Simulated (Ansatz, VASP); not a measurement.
# TePdS (1T-PdSTe monolayer) in two plane-wave programs, part 2 of 2

Aim: how closely do two programs agree when they are given the same cell, functional and k mesh? The structure shown is the start of the Ansatz relaxation below; VASP solves that cell, so the two are compared at the walk's first step.

VASP 6.6.1 and Ansatz 0.2.0.

So far: The structure; Ansatz: relaxation, PBE with D3(BJ).

### Step 3. VASP: single point, PBE with D3(BJ), start cell

Level of this step: PBE with D3(BJ); plane waves and PAW (Te, Pd, S) (VASP).

The same cell, functional, mesh and smearing now go to VASP, with its own data sets.

Lines of VASP's logs that name or quote its potential files are left out, and so is its time.

INCAR

```
SYSTEM = TePdS
PREC = Accurate
ENCUT = 400
EDIFF = 1E-06
NELM = 120
ISMEAR = -1
SIGMA = 0.05
LREAL = .FALSE.
ALGO = Normal
GGA = PE
IVDW = 12
NBANDS = 17
LASPH = .TRUE.
LORBIT = 11
LWAVE = .FALSE.
LCHARG = .FALSE.
ISIF = 2
LDIPOL = .TRUE.
IDIPOL = 3
DIPOL = 0.5 0.5 0.503
LVHAR = .TRUE.
GGA_COMPAT = .FALSE.
EFERMI = MIDGAP
NELMDL = -8
```

POSCAR

```
TePdS
1.0
    3.7900000000      0.0000000000      0.0000000000
   -1.8950000000      3.2822360000      0.0000000000
    0.0000000000      0.0000000000     35.7910130000
Te Pd S
1 1 1
Direct
    0.6666667174      0.3333334349      0.4665975786
    0.0000000000      0.0000000000      0.5084121257
    0.3333334349      0.6666668698      0.5334024214
```

KPOINTS

```
Automatic mesh
0
Gamma
12 12 1
0 0 0
```

The projector-augmented-wave data sets are Te, Pd and S (PBE family, release 64).

Command:

```
mpirun -np 1 vasp_std
```

Numbers of over 12 decimals in the logs are rounded to 6 here.

The program printed:

```text
[banner, memory and clock lines left out]
running    1 mpi-ranks, on    1 nodes
 distrk:  each k-point on    1 cores,    1 groups
 distr:  one band on    1 cores,    1 groups

 POSCAR found type information on POSCAR TePdS
 POSCAR found :  3 types and       3 ions
 LDA part: xc-table for (Slater+PW92), standard interpolation
 POSCAR, INCAR and KPOINTS ok, starting setup
 FFT: planning ... GRIDC
 FFT: planning ... GRID_SOFT
 FFT: planning ... GRID
 WAVECAR not read
 entering main loop
       N       E                     dE             d eps       ncg     rms          rms(c)
DAV:   1     0.164210648703E+03    0.16421E+03   -0.55653E+03   646   0.706E+02
DAV:   2     0.470351286539E+01   -0.15951E+03   -0.15143E+03  1129   0.146E+02
DAV:   3    -0.132379794938E+02   -0.17941E+02   -0.17837E+02   848   0.638E+01
DAV:   4    -0.135837597589E+02   -0.34578E+00   -0.34528E+00   854   0.109E+01
DAV:   5    -0.135917721103E+02   -0.80124E-02   -0.80104E-02  1040   0.163E+00
DAV:   6    -0.135920076776E+02   -0.23557E-03   -0.23556E-03   955   0.210E-01
DAV:   7    -0.135920095298E+02   -0.18523E-05   -0.18523E-05  1006   0.203E-02
DAV:   8    -0.135920095636E+02   -0.33765E-07   -0.33427E-07   763   0.265E-03    0.134E+01
DAV:   9    -0.129197388803E+02    0.67227E+00   -0.64083E+00   935   0.250E+01    0.969E+00
DAV:  10    -0.127422090842E+02    0.17753E+00   -0.30808E+00   840   0.164E+01    0.425E+00
DAV:  11    -0.126454224815E+02    0.96787E-01   -0.29985E-01   903   0.556E+00    0.651E-01
DAV:  12    -0.126435526489E+02    0.18698E-02   -0.53478E-02   956   0.135E+00    0.287E-01
DAV:  13    -0.126438691863E+02   -0.31654E-03   -0.12886E-02   787   0.526E-01    0.207E-01
DAV:  14    -0.126434172408E+02    0.45195E-03   -0.29624E-03   971   0.289E-01    0.110E-01
[...]
DAV:  19    -0.126435628553E+02   -0.16846E-04   -0.72636E-07   747   0.520E-03    0.392E-03
DAV:  20    -0.126436052857E+02   -0.42430E-04   -0.41188E-06   655   0.633E-03    0.314E-03
DAV:  21    -0.126436307121E+02   -0.25426E-04   -0.18043E-06   645   0.600E-03    0.202E-03
DAV:  22    -0.126436421606E+02   -0.11448E-04   -0.25380E-07   630   0.328E-03    0.111E-03
DAV:  23    -0.126436497237E+02   -0.75631E-05   -0.18675E-07   621   0.170E-03    0.534E-04
DAV:  24    -0.126436544064E+02   -0.46827E-05   -0.83875E-08   621   0.978E-04    0.475E-04
DAV:  25    -0.126436563850E+02   -0.19786E-05   -0.23271E-08   683   0.437E-04    0.204E-04
DAV:  26    -0.126436573627E+02   -0.97770E-06   -0.33562E-08   612   0.458E-04
   1 F= -.13530943E+02 E0= -.13524414E+02  d E =-.130563E-01
```

OUTCAR, selected parts (step 3):

```text
ion  position               nearest neighbor table
   1  0.667  0.333  0.467-   2 2.65   2 2.65   2 2.65
   2  0.000  0.000  0.508-   3 2.36   3 2.36   3 2.36   1 2.65   1 2.65   1 2.65
   3  0.333  0.667  0.533-   2 2.36   2 2.36   2 2.36

  LATTYP: Found a hexagonal cell.
 ALAT       =     3.7900000000
 C/A-ratio  =     9.4435390501

 Subroutine GETGRP returns: Found  6 space group operations
 (whereof  6 operations were pure point group operations)

The static configuration has the point symmetry C_3v.

 Found     19 irreducible k-points:

   k-points           NKPTS =     19   k-points in BZ     NKDIM =     19   number of bands    NBANDS=     17

   dimension x,y,z NGX =    28 NGY =   28 NGZ =  240
   dimension x,y,z NGXF=    56 NGYF=   56 NGZF=  480

   ENCUT  =  400.0 eV  29.40 Ry    5.42 a.u.   6.18  6.18 58.37*2*pi/ulx,y,z

   NELECT =      22.0000    total number of electrons

 k-points in reciprocal lattice and weights: Automatic mesh
   0.00000000  0.00000000  0.00000000       0.007
   0.08333333  0.00000000  0.00000000       0.042
   0.16666667  0.00000000  0.00000000       0.042
   0.25000000  0.00000000  0.00000000       0.042
   0.33333333  0.00000000  0.00000000       0.042
   0.41666667  0.00000000  0.00000000       0.042
   0.50000000  0.00000000  0.00000000       0.021
   0.08333333  0.08333333  0.00000000       0.042
   0.16666667  0.08333333  0.00000000       0.083
[...]
0.33333333  0.25000000  0.00000000       0.083
   0.33333333  0.33333333  0.00000000       0.014

 dipolmoment           0.000000      0.000000      0.096177 electrons x Angstroem

 average (electrostatic) potential at core
       1 -98.2410       2 -84.9961       3 -95.0887

 E-fermi :  -3.2370

 k-point     1 :       0.0000    0.0000    0.0000
  band No.  band energies     occupation
    ...
      7      -6.9220      2.00000
      8      -5.4516      2.00000
      9      -3.7880      1.99997
     10      -3.4588      1.97657
     11      -3.4588      1.97657
     12      -1.2962      0.00000
     13      -1.2962      0.00000
     14       0.3777      0.00000
     15       1.1813      0.00000
     16       1.5388      0.00000
    ...

 k-point     2 :       0.0833    0.0000    0.0000
  band No.  band energies     occupation
    ...
      7      -6.9564      2.00000
      8      -5.4547      2.00000
      9      -4.0071      2.00000
     10      -3.5509      1.99625
     11      -3.5100      1.99152
     12      -1.6779      0.00000
     13      -1.3801      0.00000
     14       0.5135      0.00000
     15       1.2908      0.00000
     16       1.6936      0.00000
    ...

 k-point     3 :       0.1667    0.0000    0.0000
  band No.  band energies     occupation
    ...
      7      -7.0372      2.00000
      8      -5.5788      2.00000
      9      -4.5685      2.00000
     10      -3.8504      1.99999
     11      -3.4168      1.94662
     12      -2.4513      0.00000
     13      -1.5211      0.00000
     14       0.8391      0.00000
     15       1.5919      0.00000
     16       2.0131      0.00000
    ...

 Edisp (eV)   -0.88729

  Total       1.70740     1.70740     1.73842     0.00000     0.00000     0.00000
  in kB       6.14417     6.14417     6.25579     0.00000     0.00000     0.00000
  external pressure =        6.18 kB  Pullay stress =        0.00 kB

  energy-cutoff  :      400.00
  volume of cell :      445.23
      direct lattice vectors                 reciprocal lattice vectors
     3.790000000  0.000000000  0.000000000     0.263852243  0.152335176  0.000000000
    -1.895000000  3.282236000  0.000000000     0.000000000  0.304670353  0.000000000
     0.000000000  0.000000000 35.791013000     0.000000000  0.000000000  0.027939975

 POSITION                                       TOTAL-FORCE (eV/Angst)
 -----------------------------------------------------------------------------------
      1.89500      1.09408     16.70000        -0.000000      0.000000     -0.075154
      0.00000      0.00000     18.19659        -0.000000      0.000000     -1.805549
      0.00000      2.18816     19.09101         0.000000      0.000000      1.880703
 -----------------------------------------------------------------------------------
    total drift:                               -0.000000     -0.000396     -0.000509

  FREE ENERGIE OF THE ION-ELECTRON SYSTEM (eV)
  ---------------------------------------------------
  free  energy   TOTEN  =       -13.5309426284 eV

  energy  without entropy=      -13.5178863488  energy(sigma->0) =      -13.52441449

 vacuum level on the upper side and lower side of the slab         2.481         1.082

 total charge
# of ion       s       p       d       tot
------------------------------------------
    1        1.403   1.886   0.050   3.339
    2        0.519   0.711   8.456   9.687
    3        1.360   2.276   0.000   3.635
--------------------------------------------------
tot          3.282   4.873   8.507  16.661

[... 3 further parts left out ...]
```

### Step 4. Comparison

Known differences besides the potentials themselves: Ansatz cuts the interaction across the vacuum, VASP repeats the sheet with a dipole correction; the data sets hold 40 valence electrons in Ansatz (on its default PAW (the set named soft_2) files) and 22 in VASP; the cutoff is 420 eV in Ansatz and 400 eV in VASP. Total energies have different zeros and are not compared.

Forces (eV/Å; atoms numbered as in POSCAR):

```tsv
atom	Ansatz x, y, z	VASP x, y, z
Te1	0.000, 0.000, -0.100	0.000, 0.000, -0.075
Pd2	0.000, 0.000, -1.801	0.000, 0.000, -1.806
S3	0.000, 0.000, 1.902	0.000, 0.000, 1.881
```

The forces differ by 11 meV/Å r.m.s., which is 1.3 % of the r.m.s. force of 0.869 eV/Å (both taken over all components). With vacuum in the cell, a pressure given here is an average over mostly empty space and none of the material.

### Step 5. Summary of results

| Property | Result |
| --- | --- |
| r.m.s. force difference (single point, PBE with D3(BJ), start cell) | 1.3 % of the r.m.s. force |

**Reading.** The r.m.s. force difference is 1.3 % of the r.m.s. force (single point, PBE with D3(BJ), start cell), within the 3 % picked in this series as the mark of a large difference. The data sets hold unlike numbers of valence electrons (40 in Ansatz and 22 in VASP), so part of the differences comes from the potentials. 1 further run of this series is not shown here. Such differences can come from data sets, numerical settings and the points named under the comparisons, not from the functional's error against experiment.

[Lines on the potential files, build, host, timing and source positions are cut from VASP's logs without a mark.]

[Logs are printed without paths, hosts, clocks, repeated set-up lines and the standing remarks that a program may print on its own settings, such as how far it seeks lower states.]

[Hosts, paths, dates, database ids (printed as entryN), source tags and the programs' standing remarks are cut or masked in the printed files.]
